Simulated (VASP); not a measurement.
Here is the system:

```
As
1.0
    3.75397    -1.91760     0.00000
    3.75397     1.91760     0.00000
    2.77442     0.00000     3.17365
As
2
Direct
  0.22700   0.22700   0.22700
  0.77300   0.77300   0.77300
```

The numbers are results of PBE GGA, VASP's PBE PAW potentials (set 64) (plane waves; VASP 6.6.1), not measurements. Run with 400 eV cut-off, 10×10×10 Γ-centred mesh, first-order Methfessel-Paxton smearing of 0.10 eV, potentials As.

### Question
What does the run give for the energy per atom (σ→0), largest force, band gap (on the k-mesh) with the smallest direct gap where there is one?

### Answer

band gap (on the k-mesh): none (metal, semimetal or under 0.01 eV)
energy per atom (σ→0): -4.672 eV/atom
largest force: 0.00346 Ry/bohr

The absolute energy has meaning only against runs of the same code, potentials and settings.

The compound is As in the a7 structure. The cell was not relaxed at this level.
